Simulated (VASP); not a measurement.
Level of theory: HSE06 screened hybrid, VASP's PBE PAW potentials (set 64) (plane waves; VASP).

VASP ran on this input.

**INCAR**
```
# general
SYSTEM  =Ga31As33
PREC    =Normal
ENCUT   =400
LREAL   =Auto   # projection in real space or not
LASPH   =.True.
ISYM    =0

# electronic loop
EDIFF   =1E-5
NELM    =50   # most electronic steps
NELMIN  =4
ALGO    =Normal
LMAXMIX =4

# smearing
ISMEAR  =0   # Gaussian
SIGMA   =0.05   # width (eV)

# functional
GGA     =PE   # PBE
LHFCALC =.True.
AEXX    =0.25
HFSCREEN=0.2
PRECFOCK=Fast

# ions
ISIF    =0

# output
LWAVE   =.False.
LCHARG  =.False.
```

### POSCAR
```
Ga31As33
11.522210
  1.0000000366   0.0000000000   0.0000000000
  0.0000000000   1.0000000366   0.0000000000
  0.0000000000   0.0000000000   1.0000000366
Ga As
31 33
direct
  0.4999859312   0.0001320611   0.0001937681
  0.7505968347   0.2492833389   0.0013265639
  0.7506207024   0.0010931983   0.2495093024
  0.9999894612   0.0000110880   0.0000010669
  0.2495542994   0.2494585717   0.9991185323
  0.4999562879   0.4999260066   0.0002144903
  0.7505966189   0.7506276705   0.9989250086
  0.2495249191   0.9991608552   0.2495359296
  0.4986184019   0.2485409530   0.2485748549
  0.7519922500   0.5019692787   0.2482901753
  0.4999709919   0.0000929941   0.4999749604
  0.7518165024   0.2482477772   0.5017747285
  0.7506104436   0.9989496812   0.7506066860
  0.9999339018   0.5000078914   0.0002404308
  0.2493226842   0.7507137868   0.0013047219
  0.9989905929   0.2494871624   0.2494951214
  0.2482676710   0.4984242859   0.2482726916
  0.5018170854   0.7519962093   0.2481963718
  0.9998808461   0.9999962762   0.5000724783
  0.2481905185   0.2482297484   0.4985718330
  0.7516373337   0.7516194562   0.4986282699
  0.2493946859   0.0011134026   0.7506520807
  0.5016523635   0.2480815582   0.7520674800
  0.7520532082   0.4980650461   0.7522205443
  0.0010931298   0.7506889202   0.2494986359
  0.0000735587   0.4999773587   0.4999614715
  0.2481655892   0.7519844719   0.5017277313
  0.0011716863   0.2493447426   0.7506311647
  0.2476488103   0.5021140105   0.7524497092
  0.4982328650   0.7519868766   0.7521153698
  0.9988466807   0.7507415859   0.7505745985
  0.6251179131   0.1252118715   0.1254235913
  0.8748099151   0.3748403366   0.1253405457
  0.8748437605   0.1252390762   0.3748586963
  0.1249841394   0.1250036963   0.1250094518
  0.3748519326   0.3747519328   0.1246440587
  0.6252750815   0.6252932288   0.1244427814
  0.8750271052   0.8750513405   0.1249926679
  0.3748586816   0.1246653713   0.3748479343
  0.6288048922   0.3719440033   0.3719155692
  0.8756326419   0.6253958608   0.3748912890
  0.6252217617   0.1244354927   0.6252715814
  0.8757425807   0.3747075460   0.6253346625
  0.8750415667   0.1249623176   0.8750706178
  0.1251018435   0.6251754567   0.1252685305
  0.3748219433   0.8749737669   0.1252854278
  0.1245376177   0.3747832428   0.3747985698
  0.3714754812   0.6288382365   0.3714930998
  0.6253264533   0.8755644657   0.3748927584
  0.1251205878   0.1250626811   0.6252133230
  0.3709439097   0.3713846828   0.6293828162
  0.4996931708   0.5000826953   0.5005943226
  0.6284898835   0.6283754528   0.6291869243
  0.8747271014   0.8748420201   0.6251915160
  0.3747798471   0.1251199274   0.8749819874
  0.6252931094   0.3746148043   0.8758370820
  0.8749339763   0.6252212272   0.8749498094
  0.1251763940   0.8750095787   0.3748523746
  0.1243343243   0.6253781250   0.6252532660
  0.3747585572   0.8756672984   0.6253061973
  0.1250757894   0.3747856552   0.8751116730
  0.3746821409   0.6254008377   0.8758849827
  0.6252009389   0.8749934800   0.8749737337
  0.1249551025   0.8750650266   0.8750613866
```

### KPOINTS
```
Automatic
0
G
  1 1 1
0 0 0
```

POTCAR, in this order: Ga As (PBE.64 set). Program: vasp_gam. Read from the step before: WAVECAR.

The run wrote:

OSZICAR:
```
       N       E                     dE             d eps       ncg     rms          rms(c)
DAV:   1    -0.312929647298E+03   -0.31293E+03   -0.22143E+01   324   0.125E+01    0.138E+01
DAV:   2    -0.313070699057E+03   -0.14105E+00   -0.58558E-01   358   0.115E+00    0.911E+00
DAV:   3    -0.313014142511E+03    0.56557E-01   -0.37463E-02   366   0.345E-01    0.533E+00
DAV:   4    -0.312993215511E+03    0.20927E-01   -0.17788E-02   368   0.216E-01    0.300E+00
DAV:   5    -0.312986773830E+03    0.64417E-02   -0.48695E-03   376   0.107E-01    0.169E+00
DAV:   6    -0.312984527086E+03    0.22467E-02   -0.11079E-03   360   0.584E-02    0.946E-01
DAV:   7    -0.312983760134E+03    0.76695E-03   -0.39070E-04   360   0.368E-02    0.517E-01
DAV:   8    -0.312983522762E+03    0.23737E-03   -0.12930E-04   352   0.214E-02    0.281E-01
DAV:   9    -0.312983455565E+03    0.67197E-04   -0.37131E-05   286   0.121E-02    0.152E-01
DAV:  10    -0.312983440940E+03    0.14626E-04   -0.14164E-05   182   0.798E-03    0.831E-02
DAV:  11    -0.312983441000E+03   -0.60344E-07   -0.58716E-06   190   0.499E-03
   1 F= -.31298344E+03 E0= -.31298344E+03  d E =-.106352E-10
```

File OUTCAR:
```
------------------------ aborting loop because EDIFF is reached ----------------------------------------
  volume of cell :     1529.70
      direct lattice vectors                 reciprocal lattice vectors
    11.522210422  0.000000000  0.000000000     0.086788903  0.000000000  0.000000000
     0.000000000 11.522210422  0.000000000     0.000000000  0.086788903  0.000000000
     0.000000000  0.000000000 11.522210422     0.000000000  0.000000000  0.086788903
  FREE ENERGIE OF THE ION-ELECTRON SYSTEM (eV)
  ---------------------------------------------------
  free  energy   TOTEN  =      -312.9834410001 eV

  energy  without entropy=     -312.9834410001  energy(sigma->0) =     -312.98344100

  exchange ACFDT corr.  =         0.00000000  see jH, gK, PRB 81, 115126
```
(Selected blocks of OUTCAR.)

OUTCAR:
```
 val. band max:        2.1572331979   @ k =   0.0000   0.0000   0.0000

 cond. band min:       3.0903081563   @ k =   0.0000   0.0000   0.0000


 Fermi energy:         2.3901428273

 k-point     1 :       0.0000    0.0000    0.0000
  band No.  band energies     occupation
      1     -12.0395      2.00000
      2     -11.3580      2.00000
      3     -10.7311      2.00000
      4     -10.7308      2.00000
      5     -10.7299      2.00000
      6     -10.6885      2.00000
      7     -10.6884      2.00000
      8     -10.3831      2.00000
      9     -10.1103      2.00000
     10     -10.1098      2.00000
     11     -10.1081      2.00000
     12     -10.0196      2.00000
     13     -10.0190      2.00000
     14     -10.0184      2.00000
     15     -10.0179      2.00000
     16     -10.0173      2.00000
     17     -10.0164      2.00000
     18      -9.9954      2.00000
     19      -9.9952      2.00000
     20      -9.9142      2.00000
     21      -9.9140      2.00000
     22      -9.9140      2.00000
     23      -9.9025      2.00000
     24      -9.2442      2.00000
     25      -9.2439      2.00000
     26      -9.2425      2.00000
     27      -9.1326      2.00000
     28      -9.1324      2.00000
     29      -9.1324      2.00000
     30      -9.1315      2.00000
     31      -9.1307      2.00000
     32      -9.1301      2.00000
     33      -7.9535      2.00000
     34      -5.2136      2.00000
     35      -5.2131      2.00000
     36      -5.1220      2.00000
     37      -5.0145      2.00000
     38      -5.0142      2.00000
     39      -5.0137      2.00000
     40      -4.9840      2.00000
     41      -4.9835      2.00000
     42      -4.9833      2.00000
     43      -4.9822      2.00000
     44      -4.9819      2.00000
     45      -4.9657      2.00000
     46      -4.3674      2.00000
     47      -4.0286      2.00000
     48      -4.0276      2.00000
     49      -4.0257      2.00000
     50      -3.9834      2.00000
     51      -3.9833      2.00000
...
```

The supercell is sampled at Γ alone, which is coarse: total energies, pressure and levels can be off, energies of defects by several tenths of an eV.

The cell is a supercell with a defect, built from GaAs (zinc blende): As_Ga. The cell's shape comes from a PBE relaxation. The run is not spin-polarised, so no state with unpaired spins was tried.
